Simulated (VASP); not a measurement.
Take SiO₂ (rutile), against free atoms with fixed spin and no zero-point term, in VASP with PAW potentials, and its cohesive energy.

Problem. One run gives 6.18 eV/atom. Which level is it?
A) PBE
B) LDA
C) PBEsol

Solution. A, PBE.  The others give 6.67 (PBEsol), 7.49 (LDA).

Only levels that ran to the end are used. Left out are those held back, those with too coarse a band path, GW runs whose mesh misses a band edge, hybrids' fits of cells that aren't cubic and levels without matching references; a question may draw on a part of the rest.
